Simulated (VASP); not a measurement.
An input for Ansatz (written as the equivalent of a VASP run, and not itself run):

Ansatz 0.2 input:
```yaml
crystal:
  lattice:
    - [5.2549593, 0.0000000, 0.0000000]
    - [0.0000000, 5.2549593, 0.0000000]
    - [0.0000000, 0.0000000, 5.2549593]
  atoms:
    - { symbol: Be, position: [0.9897859, 0.9897859, 0.9897859] }
    - { symbol: Be, position: [0.5102141, 0.5102141, 0.9897859] }
    - { symbol: Be, position: [0.5102141, 0.9897859, 0.5102141] }
    - { symbol: Be, position: [0.9897859, 0.5102141, 0.5102141] }
    - { symbol: Te, position: [0.2500000, 0.2500000, 0.2500000] }
    - { symbol: Se, position: [0.7500000, 0.7500000, 0.2500000] }
    - { symbol: Se, position: [0.7500000, 0.2500000, 0.7500000] }
    - { symbol: Se, position: [0.2500000, 0.7500000, 0.7500000] }
kpoints:
  mp_grid: { grid: [5, 5, 5] }
hamiltonian:
  xc: pbesol
  pseudopotentials: { kind: paw }
scf:
  occupations: { method: tetrahedron }
  max_iter: 100
output: { forces: true, stress: true, eigenvalues: true }
```

Question: Translate this input to VASP (INCAR, KPOINTS, POSCAR, choice of POTCAR).

Answer: One answer among several that fit: 
**KPOINTS**
```
Automatic mesh
0
Gamma
5 5 5
0 0 0
```

### POSCAR
```
Be4Se3Te
1
    5.2549592843     0.0000000000     0.0000000000
    0.0000000000     5.2549592843     0.0000000000
    0.0000000000     0.0000000000     5.2549592843
Be Te Se
4 1 3
Direct
  0.9897859385   0.9897859385   0.9897859385
  0.5102140615   0.5102140615   0.9897859385
  0.5102140615   0.9897859385   0.5102140615
  0.9897859385   0.5102140615   0.5102140615
  0.2500000000   0.2500000000   0.2500000000
  0.7500000000   0.7500000000   0.2500000000
  0.7500000000   0.2500000000   0.7500000000
  0.2500000000   0.7500000000   0.7500000000
```

**INCAR**
```
EDIFF  =  1E-7   ! SCF stop (eV)
LEFG  =  .TRUE.
ISIF  =  2
LCHARG  =  .TRUE.
PREC  =  Accurate
LASPH  =  .TRUE.
SYSTEM  =  Be4Se3Te
LORBIT  =  11
GGA  =  PS   ! PBEsol
ISMEAR  =  -5   ! tetrahedra, Bloechl
LREAL  =  .FALSE.
ALGO  =  Normal   ! blocked Davidson
NELM  =  100
NEDOS  =  601   ! DOS grid
LMAXMIX  =  4   ! l cut-off of mixed one-centre charges
ENCUT  =  400
LWAVE  =  .FALSE.
```

POTCAR, in this order: Be Te Se (PBE.64 set). Program: vasp_std.

What does not carry over: each code has its own PAW files, so the cut-off isn't converted (ENCUT is set for VASP's; basis.ecutwfc is left out, and Ansatz then takes the one that its files recommend); Ansatz stops its SCF on the density residual and VASP on the energy change (EDIFF); the field gradients of LEFG aren't asked of the other code.

The structure was generated: Be4Se3Te was put into an ordered model structure (P-43m), which need not be its known phase. It was relaxed first.
